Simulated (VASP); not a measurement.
# MnO2 (Pyrolusite): hyperfine terms and field gradients, part 3 of 4

Aim: the hyperfine contact terms and the field gradients at the nuclei of MnO2 (Pyrolusite), by functional. The start is a cell from a database of measured crystal structures.

VASP 6.6.1, plane waves and PAW; the level of theory is named at each step.

So far. Step 2 (Local probes at PBE): The largest gradient is -123.2 V/Å², at O3.

### Step 3. Local probes at r2SCAN

This step: r2SCAN, DFT+U (Mn d 4.5 eV), spin-polarised from a ferromagnetic start; plane waves and PAW (Mn_pv, O) (VASP 6.6.1).

Field gradients probe the charge near the nuclei, so LASPH is on and the cutoff is at least 1.4 times the default of the data sets; this run is at r2SCAN. LHYPERFINE adds the spin density at the nuclei, with NGYROMAG = 1 for all, so that values scale to any isotope.

INCAR reads:

```
SYSTEM = MnO2
PREC = Accurate
ENCUT = 560
EDIFF = 1E-07
NELM = 100
ISMEAR = -1
SIGMA = 0.05
LREAL = .FALSE.
ALGO = Normal
METAGGA = R2SCAN
LASPH = .TRUE.
NBANDS = 39
ISPIN = 2
MAGMOM = 4 4 0 0 0 0
LDAU = .TRUE.
LDAUTYPE = 2
LDAUL = 2 -1
LDAUU = 4.5 0
LDAUJ = 0 0
LDAUPRINT = 1
LMAXMIX = 4
LORBIT = 11
LWAVE = .FALSE.
LCHARG = .FALSE.
KPAR = 4
LEFG = .TRUE.
LHYPERFINE = .TRUE.
NGYROMAG = 1 1
```

POSCAR reads:

```
MnO2
1.0
    4.3983000000      0.0000000000      0.0000000000
    0.0000000000      4.3983000000      0.0000000000
    0.0000000000      0.0000000000      2.8730000000
Mn O
2 4
Direct
    0.5000000000      0.5000000000      0.5000000000
    0.0000000000      0.0000000000      0.0000000000
    0.8051500000      0.1948500000      0.5000000000
    0.6948500000      0.6948500000      0.0000000000
    0.1948500000      0.8051500000      0.5000000000
    0.3051500000      0.3051500000      0.0000000000
```

KPOINTS reads:

```
Automatic mesh
0
Gamma
6 6 10
0 0 0
```

Potentials, in the order of the species: Mn_pv and O (PBE family, release 64).

Run with:

```sh
$ mpirun -np 4 vasp_std
```

What it wrote:

```text
[banner, memory and clock lines left out]
running    4 mpi-ranks, on    1 nodes
 distrk:  each k-point on    1 cores,    4 groups
 distr:  one band on    1 cores,    1 groups

 POSCAR found type information on POSCAR MnO
 POSCAR found :  2 types and       6 ions
|                                                                             |
|               ----> ADVICE to this user running VASP <----                  |
|                                                                             |
|     You enforced a specific xc type in the INCAR file but a different       |
|     [... a line on the potential file left out ...]
|     I HOPE YOU KNOW WHAT YOU ARE DOING!                                     |
|                                                                             |

 LDA part: xc-table for (None), standard interpolation
 POSCAR, INCAR and KPOINTS ok, starting setup
 FFT: planning ... GRIDC
 FFT: planning ... GRID_SOFT
 FFT: planning ... GRID
 WAVECAR not read
 entering main loop
       N       E                     dE             d eps       ncg     rms          rms(c)
DAV:   1     0.644857411823E+03    0.64486E+03   -0.28939E+04  9552   0.167E+03
DAV:   2    -0.240139921208E+02   -0.66887E+03   -0.61379E+03  9619   0.497E+02
DAV:   3    -0.849134731377E+02   -0.60899E+02   -0.59843E+02 10501   0.160E+02
DAV:   4    -0.859816085827E+02   -0.10681E+01   -0.10663E+01 10648   0.223E+01
DAV:   5    -0.859921146086E+02   -0.10506E-01   -0.10505E-01 10208   0.228E+00    0.458E+01
DAV:   6    -0.591799070356E+02    0.26812E+02   -0.59042E+01 10880   0.942E+01    0.369E+01
DAV:   7    -0.596037195711E+02   -0.42381E+00   -0.17799E+01  9862   0.470E+01    0.195E+01
DAV:   8    -0.594650036549E+02    0.13872E+00   -0.12957E+00 10711   0.922E+00    0.972E+00
DAV:   9    -0.596069442486E+02   -0.14194E+00   -0.63363E-01 11514   0.897E+00    0.388E+00
DAV:  10    -0.595507885733E+02    0.56156E-01   -0.30763E-01 10387   0.650E+00    0.936E-01
DAV:  11    -0.595548211393E+02   -0.40326E-02   -0.26228E-02 10992   0.119E+00    0.476E-01
DAV:  12    -0.595560462808E+02   -0.12251E-02   -0.44591E-03 10701   0.645E-01    0.404E-01
DAV:  13    -0.595559838789E+02    0.62402E-04   -0.74596E-04 10403   0.234E-01    0.706E-02
DAV:  14    -0.595560269344E+02   -0.43055E-04   -0.55880E-05 10916   0.786E-02    0.356E-02
DAV:  15    -0.595560744296E+02   -0.47495E-04   -0.51816E-05 11637   0.623E-02    0.196E-02
DAV:  16    -0.595560540679E+02    0.20362E-04   -0.13723E-05 10368   0.249E-02    0.102E-02
DAV:  17    -0.595560456838E+02    0.83840E-05   -0.17187E-06 11149   0.129E-02    0.420E-03
DAV:  18    -0.595560492524E+02   -0.35686E-05   -0.19523E-07  7736   0.413E-03    0.165E-03
DAV:  19    -0.595560493726E+02   -0.12014E-06   -0.38725E-08  5653   0.147E-03    0.545E-04
DAV:  20    -0.595560488952E+02    0.47734E-06   -0.94142E-09  5296   0.106E-03    0.252E-04
DAV:  21    -0.595560488979E+02   -0.26985E-08   -0.14949E-09  5191   0.265E-04
ion   1
     0.0000000    -1.0323802     0.0000000    -2.0008486     0.0000000     0.0000000
     0.0000442    -1.0323802     0.0000000    -2.0008486     0.0000000     0.0000000
     0.0000608    -1.0323802     0.0000000    -2.0008486     0.0000000     0.0000000
     0.0000838    -1.0323801     0.0000000    -2.0008485     0.0000000     0.0000000
     0.0001154    -1.0323801     0.0000000    -2.0008484     0.0000000     0.0000000

     0.0000000    -6.7902969     0.0000000    15.2970287     0.0000000     0.0000000
     0.0000442    -6.7901893     0.0000000    15.2967121     0.0000000     0.0000000
     0.0000608    -6.7901214     0.0000000    15.2965296     0.0000000     0.0000000
     0.0000838    -6.7900069     0.0000000    15.2962312     0.0000000     0.0000000
     0.0001154    -6.7898146     0.0000000    15.2957462     0.0000000     0.0000000

ion   2
     0.0000000     1.0323802     0.0000000    -2.0008486     0.0000000    -0.0000000
     0.0000442     1.0323802     0.0000000    -2.0008486     0.0000000    -0.0000000
     0.0000608     1.0323802     0.0000000    -2.0008486     0.0000000    -0.0000000
     0.0000838     1.0323801     0.0000000    -2.0008485     0.0000000    -0.0000000
     0.0001154     1.0323801     0.0000000    -2.0008484     0.0000000    -0.0000000

     0.0000000     6.7902969     0.0000000    15.2970287     0.0000000    -0.0000000
     0.0000442     6.7901893     0.0000000    15.2967121     0.0000000    -0.0000000
     0.0000608     6.7901214     0.0000000    15.2965296     0.0000000    -0.0000000
     0.0000838     6.7900069     0.0000000    15.2962312     0.0000000    -0.0000000
     0.0001154     6.7898146     0.0000000    15.2957462     0.0000000    -0.0000000

ion   3
     0.0000000    30.2221753    -0.0000000   -12.9300362     0.0000000    -0.0000000
     0.0000293    30.2221751    -0.0000000   -12.9300361     0.0000000    -0.0000000
     0.0000403    30.2221748    -0.0000000   -12.9300360     0.0000000    -0.0000000
     0.0000555    30.2221744    -0.0000000   -12.9300358     0.0000000    -0.0000000
     0.0000765    30.2221737    -0.0000000   -12.9300355     0.0000000    -0.0000000

     0.0000000    93.0782337    -0.0000000   -38.8289133     0.0000000    -0.0000000
     0.0000293    93.0782098    -0.0000000   -38.8289035     0.0000000    -0.0000000
     0.0000403    93.0781939    -0.0000000   -38.8288969     0.0000000    -0.0000000
     0.0000555    93.0781667    -0.0000000   -38.8288857     0.0000000    -0.0000000
     0.0000765    93.0781210    -0.0000000   -38.8288669     0.0000000    -0.0000000

ion   4
     0.0000000   -30.2221753     0.0000000   -12.9300362     0.0000000     0.0000000
     0.0000293   -30.2221751     0.0000000   -12.9300361     0.0000000     0.0000000
     0.0000403   -30.2221748     0.0000000   -12.9300360     0.0000000     0.0000000
     0.0000555   -30.2221744     0.0000000   -12.9300358     0.0000000     0.0000000
     0.0000765   -30.2221737     0.0000000   -12.9300355     0.0000000     0.0000000

     0.0000000   -93.0782337     0.0000000   -38.8289133     0.0000000     0.0000000
     0.0000293   -93.0782098     0.0000000   -38.8289035     0.0000000     0.0000000
     0.0000403   -93.0781939     0.0000000   -38.8288969     0.0000000     0.0000000
     0.0000555   -93.0781667     0.0000000   -38.8288857     0.0000000     0.0000000
     0.0000765   -93.0781210     0.0000000   -38.8288669     0.0000000     0.0000000

ion   5
     0.0000000    30.2221753    -0.0000000   -12.9300362     0.0000000     0.0000000
     0.0000293    30.2221751    -0.0000000   -12.9300361     0.0000000     0.0000000
     0.0000403    30.2221748    -0.0000000   -12.9300360     0.0000000     0.0000000
     0.0000555    30.2221744    -0.0000000   -12.9300358     0.0000000     0.0000000
     0.0000765    30.2221737    -0.0000000   -12.9300355     0.0000000     0.0000000

     0.0000000    93.0782337    -0.0000000   -38.8289133     0.0000000     0.0000000
     0.0000293    93.0782098    -0.0000000   -38.8289035     0.0000000     0.0000000
     0.0000403    93.0781939    -0.0000000   -38.8288969     0.0000000     0.0000000
     0.0000555    93.0781667    -0.0000000   -38.8288857     0.0000000     0.0000000
     0.0000765    93.0781210    -0.0000000   -38.8288669     0.0000000     0.0000000

ion   6
     0.0000000   -30.2221753     0.0000000   -12.9300362     0.0000000     0.0000000
     0.0000293   -30.2221751     0.0000000   -12.9300361     0.0000000     0.0000000
     0.0000403   -30.2221748     0.0000000   -12.9300360     0.0000000     0.0000000
     0.0000555   -30.2221744     0.0000000   -12.9300358     0.0000000     0.0000000
     0.0000765   -30.2221737     0.0000000   -12.9300355     0.0000000     0.0000000

     0.0000000   -93.0782337     0.0000000   -38.8289133     0.0000000     0.0000000
     0.0000293   -93.0782098     0.0000000   -38.8289035     0.0000000     0.0000000
     0.0000403   -93.0781939     0.0000000   -38.8288969     0.0000000     0.0000000
     0.0000555   -93.0781667     0.0000000   -38.8288857     0.0000000     0.0000000
     0.0000765   -93.0781210     0.0000000   -38.8288669     0.0000000     0.0000000

   1 F= -.59556049E+02 E0= -.59555081E+02  d E =-.193613E-02  mag=     6.0213
```

Run time: 3 min. Hardware: 4 MPI ranks of AMD EPYC 9R45, shared host; peak memory 1.3 GiB; 12 min of CPU time.

(Part 3 of 4 ends here.)

[Lines on the potential files, build, host, timing and source positions are cut from VASP's logs without a mark.]

[Logs are printed without paths, hosts, clocks, repeated set-up lines and the standing remarks that a program may print on its own settings, such as how far it seeks lower states.]

[Hosts, paths, dates, database ids (printed as entryN), source tags and the programs' standing remarks are cut or masked in the printed files.]
